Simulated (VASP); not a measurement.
Data:

```
BaZrO3
1.0
    4.22070     0.00000     0.00000
    0.00000     4.22070     0.00000
    0.00000     0.00000     4.22070
Ba Zr O
1 1 3
Cartesian
  0.00000   0.00000   0.00000
  2.11035   2.11035   2.11035
  2.11035   0.00000   2.11035
  0.00000   2.11035   2.11035
  2.11035   2.11035   0.00000
```

Calculation: TPSS meta-GGA, VASP's PBE PAW potentials (set 64) (plane waves; VASP 6.6.1). Run with 520 eV cut-off, 6×6×6 Γ-centred mesh, tetrahedra with Blöchl corrections, potentials Ba_sv Zr_sv O.

Unless said otherwise, spin-orbit coupling is left out, though it shifts the bands of the heavy elements here.

Task: Give the energies of bands 12 to 23 at the high-symmetry points, in eV from the valence-band maximum.

Result: 
```csv
band,Γ,X,M,R
12,-1.53,-3.65,-3.74,-3.70
13,-1.53,-1.94,-3.71,-3.70
14,-1.53,-1.94,-3.68,-3.56
15,-0.98,-1.81,-2.38,-2.56
16,-0.98,-1.73,-2.38,-2.56
17,-0.98,-1.73,-0.95,-2.56
18,-0.27,-1.67,-0.95,0.00
19,-0.27,-0.52,-0.90,0.00
20,-0.27,-0.52,-0.07,0.00
21,3.24,3.67,5.69,6.01
22,3.24,5.72,5.69,6.01
23,3.24,5.72,6.47,6.01
```

The gap is indirect, 3.24 eV, from the valence maximum at R to the conduction minimum at Γ.

The compound is BaZrO3 in the cubic perovskite structure. It was relaxed first.
